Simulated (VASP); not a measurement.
# TiTe2 with PBE: from relaxation to properties, part 3 of 6

How well does PBE reproduce what experiment finds for TiTe2? The cell is relaxed first, and properties follow on it. The start is a cell from a database of measured crystal structures.

VASP 6.6.1; PBE, no spin polarisation; plane waves and PAW (Ti_sv, Te).

Still holding for the runs below: This run has no spin polarisation, although Ti can carry a moment.

So far. Step 3 (Second relaxation): It ends with a largest force of 0.003 eV/Å and a pressure of 0.04 GPa. The volume moved by only 0.12 %, so the volume is settled. Step 4 (Density, ELF and potential (PBE)): In this run the pressure is -0.12 GPa, small enough to go on.

### Step 5. Bands along the symmetry lines (PBE)

Levels along the symmetry lines show where the bands peak and cross; KPOINTS_OPT computes them in the converged potential.

The input, INCAR:

```
SYSTEM = TiTe2
PREC = Accurate
ENCUT = 400
EDIFF = 1E-06
NELM = 100
ISMEAR = 0
SIGMA = 0.05
LREAL = .FALSE.
ALGO = Normal
GGA = PE
NBANDS = 25
LASPH = .TRUE.
LORBIT = 11
LWAVE = .FALSE.
LCHARG = .FALSE.
KPAR = 2
```

The input, POSCAR:

```
TiTe2
1.0
    3.7936548783      0.0000000000      0.0000000000
   -1.8968274391      3.2854014977      0.0000000000
    0.0000000000      0.0000000000      6.6396622568
Ti Te
1 2
Direct
    0.0000000000      0.0000000000      0.0000000000
    0.6666666667      0.3333333333      0.2570798756
    0.3333333333      0.6666666667      0.7429201244
```

The input, KPOINTS:

```
Automatic mesh
0
Gamma
7 7 4
0 0 0
```

The input, KPOINTS_OPT:

```
Line mode
16
Line-mode
Reciprocal
  0.00000000   0.00000000   0.00000000 GAMMA
  0.50000000   0.00000000   0.00000000 M

  0.50000000   0.00000000   0.00000000 M
  0.33333333   0.33333333   0.00000000 K

  0.33333333   0.33333333   0.00000000 K
  0.00000000   0.00000000   0.00000000 GAMMA

  0.00000000   0.00000000   0.00000000 GAMMA
  0.00000000   0.00000000   0.50000000 A

  0.00000000   0.00000000   0.50000000 A
  0.50000000   0.00000000   0.50000000 L

  0.50000000   0.00000000   0.50000000 L
  0.33333333   0.33333333   0.50000000 H

  0.33333333   0.33333333   0.50000000 H
  0.00000000   0.00000000   0.50000000 A

  0.50000000   0.00000000   0.50000000 L
  0.50000000   0.00000000   0.00000000 M

  0.33333333   0.33333333   0.00000000 K
  0.33333333   0.33333333   0.50000000 H
```

Potentials, in the order of the species: Ti_sv and Te (PBE family, release 64).

Run with:

```
$ mpirun -np 2 vasp_std
```

Output:

```text
[... set-up lines as in an earlier step ...]
 entering main loop
       N       E                     dE             d eps       ncg     rms          rms(c)
DAV:   1     0.160349251060E+03    0.16035E+03   -0.89666E+03  1400   0.737E+02
DAV:   2    -0.581750978425E+01   -0.16617E+03   -0.15851E+03  1522   0.219E+02
DAV:   3    -0.181427415362E+02   -0.12325E+02   -0.12104E+02  1979   0.610E+01
DAV:   4    -0.185374971867E+02   -0.39476E+00   -0.39369E+00  1787   0.103E+01
DAV:   5    -0.185491699055E+02   -0.11673E-01   -0.11671E-01  1875   0.179E+00    0.120E+01
DAV:   6    -0.187875554672E+02   -0.23839E+00   -0.31493E+01  1518   0.287E+01    0.153E+01
DAV:   7    -0.165391163643E+02    0.22484E+01   -0.34138E+01  1630   0.254E+01    0.555E+00
DAV:   8    -0.162248572629E+02    0.31426E+00   -0.19547E+00  1553   0.764E+00    0.150E+00
DAV:   9    -0.162330769332E+02   -0.82197E-02   -0.77789E-02  1682   0.150E+00    0.126E+00
DAV:  10    -0.162163553932E+02    0.16722E-01   -0.13469E-01  1543   0.188E+00    0.440E-01
DAV:  11    -0.162170191638E+02   -0.66377E-03   -0.13859E-02  1521   0.701E-01    0.284E-01
DAV:  12    -0.162163696981E+02    0.64947E-03   -0.42991E-03  1677   0.363E-01    0.123E-01
DAV:  13    -0.162163502226E+02    0.19475E-04   -0.16983E-04  1630   0.857E-02    0.429E-02
DAV:  14    -0.162163493171E+02    0.90550E-06   -0.28966E-05  1701   0.245E-02    0.182E-02
DAV:  15    -0.162163478088E+02    0.15084E-05   -0.87512E-06  1593   0.195E-02    0.596E-03
DAV:  16    -0.162163478625E+02   -0.53700E-07   -0.44179E-07  1011   0.328E-03
   1 F= -.16216348E+02 E0= -.16215581E+02  d E =-.153374E-02
 Start KPOINTS_OPT (optional k-point list driver)
k-point batch [1-28\144]
       N       E                     dE             ncg
DAV:   1    -0.160774874618E+04   -0.15276E+05     1400
DAV:   2    -0.621509404898E+04   -0.46073E+04     1549
DAV:   3    -0.655116023420E+04   -0.33607E+03     1975
DAV:   4    -0.656148700444E+04   -0.10327E+02     1667
DAV:   5    -0.656177231934E+04   -0.28531E+00     1794
DAV:   6    -0.656178066301E+04   -0.83437E-02     1742
DAV:   7    -0.656178099669E+04   -0.33367E-03     1820
DAV:   8    -0.656178101078E+04   -0.14094E-04     1502
DAV:   9    -0.656178101144E+04   -0.65876E-06     1292
[...]
k-point batch [141-144\144]
       N       E                     dE             ncg
DAV:   1     0.172404649832E+05   -0.32908E+04      200
DAV:   2     0.166156079787E+05   -0.62486E+03      225
DAV:   3     0.165694751534E+05   -0.46133E+02      277
DAV:   4     0.165682321191E+05   -0.12430E+01      224
DAV:   5     0.165681939173E+05   -0.38202E-01      256
DAV:   6     0.165681924907E+05   -0.14266E-02      239
DAV:   7     0.165681924265E+05   -0.64249E-04      232
DAV:   8     0.165681924233E+05   -0.32120E-05      240
DAV:   9     0.165681924231E+05   -0.15615E-06      184
```

The job ended after 35 s (2 MPI ranks of Intel Xeon 6975P-C (Granite Rapids), shared host; peak memory 0.41 GiB).

Parts of OUTCAR (step 5):

```text
   k-points           NKPTS =     28   k-points in BZ     NKDIM =     28   number of bands    NBANDS=     25

   NELECT =      24.0000    total number of electrons

 E-fermi :   6.4444

 k-point     1 :       0.0000    0.0000    0.0000
  band No.  band energies     occupation
    ...
      5      -5.8063      2.00000
      6      -4.4464      2.00000
      7       1.4134      2.00000
      8       4.7880      2.00000
      9       4.7880      2.00000
     10       6.8133      0.00000
     11       6.8251      0.00000
     12       6.8379      0.00000
     13       6.8379      0.00000
     14       7.4851      0.00000
    ...

  Total        0.0084951      0.0084951      0.0161839      0.0000000     -0.0000000      0.0000000
  in kB        0.1644705      0.1644705      0.3133295      0.0000000     -0.0000000      0.0000000
  external PRESSURE =       0.2140902 kB  Pullay stress =       0.0000000 kB

 POSITION                                       TOTAL-FORCE (eV/Angst)
 -----------------------------------------------------------------------------------
      0.00000      0.00000      0.00000         0.000000      0.000000      0.000000
      1.89683      1.09513      1.70692         0.000000      0.000000      0.003264
     -0.00000      2.19027      4.93274        -0.000000     -0.000000     -0.003264
 -----------------------------------------------------------------------------------
    total drift:                               -0.000000     -0.000000     -0.000000

  FREE ENERGIE OF THE ION-ELECTRON SYSTEM (eV)
  ---------------------------------------------------
  free  energy   TOTEN  =       -16.2163478625 eV

  energy  without entropy=      -16.2148141197  energy(sigma->0) =      -16.21558099

[... 8 parts as in an earlier step ...]

[... 8 further parts left out ...]
```

Spin-orbit coupling is off here; with elements this heavy it splits and shifts levels by tenths of an eV or more.

Numbers from this step:

```yaml
scf_cycles: 16
bands: 25
fermi_energy: 6.444 eV
pressure: 0.02141 GPa
```

The electronic bands at the labelled points (eV, zero at the Fermi level; # counts the bands kept, so #1 is VASP's band 7):

| point | #3 | #4 | #5 | #6 | #7 | #8 | #9 | #10 |
| --- | --- | --- | --- | --- | --- | --- | --- | --- |
| Γ | -1.66 | 0.37 | 0.38 | 0.39 | 0.39 | 1.04 | 1.04 | 3.10 |
| 0.47 of the way | -2.15 | -1.62 | -0.56 | -0.41 | 0.22 | 1.15 | 1.27 | 2.77 |
| M | -2.56 | -2.34 | -1.75 | -1.05 | 0.04 | 1.13 | 1.45 | 2.44 |
| 0.53 of the way | -2.60 | -2.54 | -2.19 | -2.00 | 0.80 | 1.20 | 1.39 | 2.29 |
| K | -3.57 | -2.37 | -2.26 | -2.26 | 0.96 | 1.39 | 1.39 | 2.06 |
| 0.53 of the way | -2.50 | -1.81 | -1.32 | -0.51 | 0.41 | 1.27 | 1.39 | 2.25 |
| Γ | -1.66 | 0.37 | 0.38 | 0.39 | 0.39 | 1.04 | 1.04 | 3.10 |
| 0.47 of the way | -1.63 | -0.94 | 0.39 | 0.39 | 0.88 | 0.93 | 0.93 | 3.25 |
| A | -1.60 | -1.60 | 0.39 | 0.39 | 0.80 | 0.80 | 0.98 | 3.44 |
| 0.53 of the way | -2.26 | -1.67 | -1.40 | -0.60 | 0.22 | 1.38 | 1.51 | 2.24 |
| L | -2.36 | -1.96 | -1.06 | -0.64 | -0.23 | 1.13 | 1.43 | 2.66 |
| 0.53 of the way | -2.63 | -2.49 | -1.76 | -1.39 | 0.46 | 1.17 | 1.28 | 2.37 |
| H | -3.67 | -3.06 | -1.71 | -1.71 | 0.96 | 1.01 | 1.01 | 2.89 |
| 0.53 of the way | -2.19 | -1.62 | -1.44 | -1.25 | 0.62 | 1.08 | 1.67 | 2.25 |
| A | -1.60 | -1.60 | 0.39 | 0.39 | 0.80 | 0.80 | 0.98 | 3.44 |
| jump to L | -2.36 | -1.96 | -1.06 | -0.64 | -0.23 | 1.13 | 1.43 | 2.66 |
| 0.47 of the way | -2.49 | -1.88 | -1.61 | -0.81 | -0.05 | 1.13 | 1.44 | 2.85 |
| M | -2.56 | -2.34 | -1.75 | -1.05 | 0.04 | 1.13 | 1.45 | 2.44 |
| jump to K | -3.57 | -2.37 | -2.26 | -2.26 | 0.96 | 1.39 | 1.39 | 2.06 |
| 0.47 of the way | -3.75 | -2.63 | -2.00 | -2.00 | 0.96 | 1.19 | 1.19 | 2.42 |
| H | -3.67 | -3.06 | -1.71 | -1.71 | 0.96 | 1.01 | 1.01 | 2.89 |

Of the projections kept (Ti, Te), the largest for each band there; the rest of the weight can lie on other orbitals:

| point | #3 | #4 | #5 | #6 | #7 | #8 | #9 | #10 |
| --- | --- | --- | --- | --- | --- | --- | --- | --- |
| Γ | Ti 0.61 | Ti 0.94 | Te 0.97 | Ti 0.98 | Ti 0.98 | Te 0.97 | Te 0.97 | Ti 0.53 |
| M | Te 0.91 | Te 0.56 | Ti 0.55 | Te 0.93 | Ti 0.84 | Ti 1.00 | Ti 0.97 | Ti 0.86 |
| K | Te 0.71 | Te 0.89 | Te 0.71 | Te 0.71 | Ti 0.97 | Ti 0.89 | Ti 0.89 | Ti 0.87 |
| Γ | Ti 0.61 | Ti 0.94 | Te 0.97 | Ti 0.98 | Ti 0.98 | Te 0.97 | Te 0.97 | Ti 0.53 |
| A | Ti 0.63 | Ti 0.63 | Ti 0.98 | Ti 0.98 | Te 0.97 | Te 0.97 | Ti 0.85 | Ti 0.52 |
| L | Te 0.58 | Ti 0.50 | Te 0.92 | Te 0.92 | Ti 0.91 | Ti 1.00 | Ti 0.98 | Ti 0.70 |

There is no gap at this level.

### Step 6. Density of states (PBE)

Here the states are counted by energy and projected on the atoms. The mesh is finer than in the run before.

Changes to INCAR since step 5:

```diff
@@ -5,3 +5,3 @@
 NELM = 100
-ISMEAR = 0
+ISMEAR = -5
 SIGMA = 0.05
@@ -16 +16,2 @@
 KPAR = 2
+NEDOS = 2001
```

POSCAR is that of step 5.

The input, KPOINTS:

```
Automatic mesh
0
Gamma
10 10 5
0 0 0
```

Run with:

```
$ mpirun -np 2 vasp_std
```

Output:

```text
[... set-up lines as in an earlier step ...]
 entering main loop
       N       E                     dE             d eps       ncg     rms          rms(c)
DAV:   1     0.161689900260E+03    0.16169E+03   -0.88581E+03  2900   0.735E+02
DAV:   2    -0.562277219768E+01   -0.16731E+03   -0.16033E+03  3149   0.219E+02
DAV:   3    -0.181560091775E+02   -0.12533E+02   -0.12349E+02  4110   0.615E+01
DAV:   4    -0.185452931932E+02   -0.38928E+00   -0.38817E+00  3555   0.102E+01
DAV:   5    -0.185570824104E+02   -0.11789E-01   -0.11788E-01  3888   0.182E+00    0.120E+01
DAV:   6    -0.187642234988E+02   -0.20714E+00   -0.30990E+01  3105   0.287E+01    0.150E+01
DAV:   7    -0.165299004098E+02    0.22343E+01   -0.34337E+01  3363   0.252E+01    0.555E+00
DAV:   8    -0.162272548361E+02    0.30265E+00   -0.21678E+00  3184   0.775E+00    0.160E+00
DAV:   9    -0.162321704209E+02   -0.49156E-02   -0.76849E-02  3368   0.151E+00    0.126E+00
DAV:  10    -0.162142323348E+02    0.17938E-01   -0.14553E-01  3131   0.188E+00    0.476E-01
DAV:  11    -0.162153945467E+02   -0.11622E-02   -0.21735E-02  3167   0.774E-01    0.299E-01
DAV:  12    -0.162141951976E+02    0.11993E-02   -0.59216E-03  3495   0.394E-01    0.130E-01
DAV:  13    -0.162142764750E+02   -0.81277E-04   -0.37031E-04  3335   0.117E-01    0.341E-02
DAV:  14    -0.162142325306E+02    0.43944E-04   -0.66556E-05  3625   0.389E-02    0.178E-02
DAV:  15    -0.162142374733E+02   -0.49427E-05   -0.31164E-06  3284   0.127E-02    0.121E-02
DAV:  16    -0.162142430602E+02   -0.55869E-05   -0.13453E-06  2227   0.541E-03    0.552E-03
DAV:  17    -0.162142485857E+02   -0.55255E-05   -0.10835E-06  1592   0.454E-03    0.134E-03
DAV:  18    -0.162142494719E+02   -0.88615E-06   -0.94352E-08  1530   0.160E-03
   1 F= -.16214249E+02 E0= -.16214249E+02  d E =0.000000E+00
 -----------------------------------------------------------------------------
|                                                                             |
|           W    W    AA    RRRRR   N    N  II  N    N   GGGG   !!!           |
|           W    W   A  A   R    R  NN   N  II  NN   N  G    G  !!!           |
|           W    W  A    A  R    R  N N  N  II  N N  N  G       !!!           |
|           W WW W  AAAAAA  RRRRR   N  N N  II  N  N N  G  GGG   !            |
|           WW  WW  A    A  R   R   N   NN  II  N   NN  G    G                |
|           W    W  A    A  R    R  N    N  II  N    N   GGGG   !!!           |
|                                                                             |
|     Tetrahedron method does not include variations of the Fermi             |
|     occupations, so forces and stress will be inaccurate. We suggest        |
|     using a different smearing scheme ISMEAR = 1 or 2 for metals in         |
|     relaxations.                                                            |
|                                                                             |
 -----------------------------------------------------------------------------
```

Elapsed: 23 s, on 2 MPI ranks; peak memory 0.43 GiB.

Parts of OUTCAR (step 6):

```text
   k-points           NKPTS =     58   k-points in BZ     NKDIM =     58   number of bands    NBANDS=     25

   NELECT =      24.0000    total number of electrons

 E-fermi :   6.4975

 k-point     1 :       0.0000    0.0000    0.0000
  band No.  band energies     occupation
    ...
      6      -4.4445      2.00000
      7       1.4174      2.00000
      8       4.7801      2.00000
      9       4.7801      2.00000
     10       6.8058      1.44209
     11       6.8252     -0.14879
     12       6.8252     -0.05036
     13       6.8315      0.00000
     14       7.4855      0.00000
     15       7.4855      0.00000
    ...

  Total       -0.0256691     -0.0256691      0.2425981     -0.0000000     -0.0000000      0.0000000
  in kB       -0.4969695     -0.4969695      4.6968393     -0.0000000     -0.0000000      0.0000000
  external PRESSURE =       1.2343001 kB  Pullay stress =       0.0000000 kB

 POSITION                                       TOTAL-FORCE (eV/Angst)
 -----------------------------------------------------------------------------------
      0.00000      0.00000      0.00000        -0.000000      0.000000      0.000000
      1.89683      1.09513      1.70692        -0.000000      0.000000      0.036636
     -0.00000      2.19027      4.93274         0.000000      0.000000     -0.036636
 -----------------------------------------------------------------------------------
    total drift:                               -0.000000     -0.000000     -0.000000

  FREE ENERGIE OF THE ION-ELECTRON SYSTEM (eV)
  ---------------------------------------------------
  free  energy   TOTEN  =       -16.2142494719 eV

  energy  without entropy=      -16.2142494719  energy(sigma->0) =      -16.21424947

[... 6 parts as in an earlier step ...]

[... 10 further parts left out ...]
```

With tetrahedra the forces and stress of a metal are not exact derivatives of the energy.

Numbers from this step:

```
SCF cycles             : 18
irreducible k-points   : 58
free energy (TOTEN)    : -16.21 eV
Fermi energy           : 6.497 eV
pressure               : 0.1234 GPa
DOS at the Fermi level : 1.422 states/eV/cell
```

The density of states has structure finer than the step of the table below, so its rows give means over 1 eV, whole bins alone (the curve runs from -12.0 to 3.98 eV). Peaks (eV: height): total -10.5: 6.92, -1.7: 6.30, 1.1: 10.5, 1.3: 8.76; Ti d 0.4: 2.68, 1.1: 7.22, 1.3: 6.31, 3.0: 2.23; Te p -4.0: 1.26, -2.5: 1.26, -1.7: 2.03, 1.1: 1.14; Te s -10.5: 4.74; Ti p -4.0: 0.0755, -2.6: 0.076, -1.7: 0.0719, -1.4: 0.0692.

States under -12.0 eV and over 4.0 eV are left out. The density of states by energy, zero at the Fermi level; means over each step; values in states/eV/cell:

| energy (eV) | total | Ti d | Te p | Te s | Ti p | Ti s | Te d |
| --- | --- | --- | --- | --- | --- | --- | --- |
| -11 | 2.55 | 0.0237 | 0.0130 | 1.66 | 0.0227 | 0.0143 | 5.2e-4 |
| -10 | 0.988 | 0.0170 | 0.00372 | 0.680 | 0.00766 | 0.00125 | 1.7e-4 |
| -9 | 0 | 0 | 0 | 0 | 0 | 0 | 0 |
| -8 | 0 | 0 | 0 | 0 | 0 | 0 | 0 |
| -7 | 0 | 0 | 0 | 0 | 0 | 0 | 0 |
| -6 | 0 | 0 | 0 | 0 | 0 | 0 | 0 |
| -5 | 0.493 | 0.0233 | 0.148 | 0.00608 | 0.00210 | 0.0242 | 0.00129 |
| -4 | 2.71 | 0.150 | 0.859 | 0.0532 | 0.0433 | 0.0682 | 0.00800 |
| -3 | 2.08 | 0.230 | 0.684 | 0.0340 | 0.0389 | 0.0283 | 0.0127 |
| -2 | 4.09 | 0.890 | 1.37 | 0.0392 | 0.0516 | 0.0172 | 0.0277 |
| -1 | 2.19 | 0.372 | 0.808 | 0.0235 | 0.0473 | 0.00666 | 0.0156 |
| 0 | 1.81 | 1.03 | 0.221 | 0.0134 | 0.0100 | 0.00827 | 0.0241 |
| 1 | 4.44 | 3.07 | 0.449 | 0.0160 | 0.0211 | 0.0208 | 0.0224 |
| 2 | 1.75 | 1.01 | 0.222 | 0.0284 | 0.00787 | 0.00901 | 0.0412 |
| 3 | 2.43 | 1.29 | 0.487 | 0.0301 | 0.00856 | 0.00992 | 0.0449 |

The finer mesh and the other smearing move the Fermi level by +0.05 eV from the 7×7×4 run, one measure of the sampling error in the zero of the bands above. Of the states within 0.3 eV of the Fermi level, the largest shares in the PAW spheres are Ti d 56 % and Te p 12 %. The rest lies in smaller channels or between the spheres.

[end of part 3 of 6]

[Lines on the potential files, build, host, timing and source positions are cut from VASP's logs without a mark.]

[Logs are printed without paths, hosts, clocks, repeated set-up lines and the standing remarks that a program may print on its own settings, such as how far it seeks lower states.]

[Hosts, paths, dates, database ids (printed as entryN), source tags and the programs' standing remarks are cut or masked in the printed files.]

[A measured line is paired with the nearest computed mode of its activity, which favours agreement.]
